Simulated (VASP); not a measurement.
```yaml
crystal:
  lattice:
    - [0.00000, 2.47688, 2.47688]
    - [2.47688, 0.00000, 2.47688]
    - [2.47688, 2.47688, 0.00000]
  atoms:
    - { symbol: Gd, position: [0.00000, 0.00000, 0.00000] }
    - { symbol: N, position: [0.50000, 0.50000, 0.50000] }
```

Computed with r2SCAN+rVV10, VASP's PBE PAW potentials (set 64) (plane waves; VASP 6.6.1). Settings: 520 eV cut-off, 10×10×10 Γ-centred mesh, tetrahedra with Blöchl corrections, potentials Gd_3 N.

The 4f electrons are frozen in the core of the lanthanide potential, so 4f levels, which can set the real gap, and their magnetism are missing.

### Question
What does the run give for the energy per atom (σ→0), band gap (over mesh and band path) with the smallest direct gap where there is one?

### Answer

```yaml
band gap (over mesh and band path): 0.28 eV
smallest direct gap (over mesh and band path): 0.54 eV
energy per atom (σ→0): -21.641 eV/atom
```

The compound is GdN in the rock salt structure. It was relaxed first.
